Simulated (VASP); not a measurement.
Here is a VASP 6.6.1 calculation.

File INCAR:

```
PREC     = Accurate       # precision mode
ENCUT    = 520            # plane-wave cutoff, eV
EDIFF    = 1E-6           # SCF threshold, eV
ISMEAR   = 0              # smearing method
SIGMA    = 0.1            # smearing width, eV
LREAL    = False          # projectors in reciprocal space
LASPH    = True           # aspherical terms in the spheres
NELM     = 150            # most SCF steps
ALGO     = Normal         # electronic algorithm
ISIF     = 2              # what is computed and relaxed
LWAVE    = False          # write WAVECAR
LCHARG   = False          # write CHGCAR
METAGGA  = R2SCAN         # meta-GGA
LMIXTAU  = True         
KPAR     = 4
```

File KPOINTS:

```
regular mesh
0
Gamma
  10 10 4
```

POSCAR

```
Cd4TeO3
1.0
    3.8347060000      0.0000000000      0.0000000000
   -1.9173530000      3.3209530000      0.0000000000
    0.0000000000      0.0000000000     13.0007000000
Cd Te O
4 1 3
Direct
    0.3333330000      0.6666670000      0.4599780000
    0.3333330000      0.6666670000      0.8833750000
    0.0000000000      0.0000000000      0.6690560000
    0.0000000000      0.0000000000      0.2517210000
    0.0000000000      0.0000000000      0.0181650000
    0.3333330000      0.6666670000      0.2848290000
    0.3333330000      0.6666670000      0.7164940000
    0.0000000000      0.0000000000      0.4965440000
```

Potentials or basis: VASP PAW PBE potentials, release 64 (Cd, Te, O).

Launch:

```sh
$ cat potpaw_PBE.64/Cd/POTCAR potpaw_PBE.64/Te/POTCAR potpaw_PBE.64/O/POTCAR > POTCAR
$ mpirun -np 4 vasp_std > vasp.out
```

**Question.** Predict the band gap on the k mesh.

**Answer.** None (metal or under the smearing width).

**Question.** Predict the pressure.

**Answer.** -2.5 GPa.

Stress tensor (GPa, compression positive):
```
-2.27  0.00  0.00
 0.00 -2.27  0.00
 0.00  0.00 -2.92
```

Caveat: the PAW data sets were made with another functional, which shifts forces and pressure a little. Spin-orbit coupling is left out, which matters for the levels of Te.
